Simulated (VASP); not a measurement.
W: energy against volume

W (bcc, Im-3m, 15.967 Å³/atom and stress up to 0.08 GPa in the relaxed cell, cube axes along x, y and z) under an equal strain ε along all three axes. r2SCAN in VASP (plane waves, PAW), 480 eV, 20×20×20 Γ-centred mesh, Methfessel-Paxton smearing 0.10 eV.

Here V stands for volume and E for E less E0.

| volume (Å³/atom) | E less E0 (meV/atom) | pressure (GPa) |
|---|---|---|
| 15.0283 | 61.23 | 22.03 |
| 15.2595 | 33.81 | 15.89 |
| 15.4931 | 14.74 | 10.17 |
| 15.7290 | 3.61 | 4.84 |
| 15.9673 | 0.00 | -0.08 |
| 16.2080 | 3.46 | -4.64 |
| 16.4511 | 13.61 | -8.90 |
| 16.6967 | 30.16 | -12.90 |
| 16.9446 | 52.88 | -16.66 |
| 17.4479 | ? | ? |

Q: Fit E against V with the third-order Birch-Murnaghan form, a cubic in V^(-2/3), and predict the withheld value at V = 17.4479.

A: With u = V^(-2/3) - 0.158, the rows have u = 0.006208, 0.004545, 0.002907, 0.001294, -0.000295, -0.001860, -0.003402, -0.004922, -0.006419. Least squares gives E = 0.098 + 863.0·u + 1431043·u² + 2548797·u³. Residuals (row less fit): 0.013, -0.011, -0.023, -0.006, 0.032, 0.033, -0.014, -0.055, 0.032; standard error 0.038 (degrees of freedom: 5). Its minimum lies at u = -0.000302, so V0 = (0.157698)^(-3/2) = 15.97. There d²E/du² = 2857000 and d³E/du³ = 1.529e7, so B0 = (4/9) × 15.97^(-7/3) × 2857000 × 0.160218 = 317 GPa (the last factor turns the table's units into GPa), and B0' = 4 + (2/3) × 0.157698 × (1.529e7)/2857000 = 4.6. B0' rests on the cubic coefficient alone and has a standard error of 0.1 from these residuals. At the withheld row, u = -0.009348, so E = 0.098 + 863.0 × (-0.009348) + 1431043 × (-0.009348)² + 2548797 × (-0.009348)³ = 115.000 meV/atom. The calculation gives 115.94 meV/atom, 0.940 meV/atom above the prediction (0.8 % of the range of E in the table). The row lies outside the fitted rows, so this is an extrapolation. From the scatter of the fitted rows alone, a prediction at this place has a standard error of 0.153 meV/atom, so the miss is 6.1 times that.

In a metal these values are sensitive to mesh and smearing; energies are taken to zero smearing, stresses follow the free energy. Spin-orbit coupling is left out, which can shift these values for the heavy elements here. Other structures, which can take over under pressure, weren't tried. The same form fitted to the pressure column gives B0' = 4.5; series where the two differ by over 0.4 aren't shown. Rows are the converged runs of the series near zero and its far end, less any whose ions stayed unrelaxed beside relaxed ones; series whose fitted rows scatter by over a few per cent of the range, as at a crossing or softening among them, aren't shown in this form.
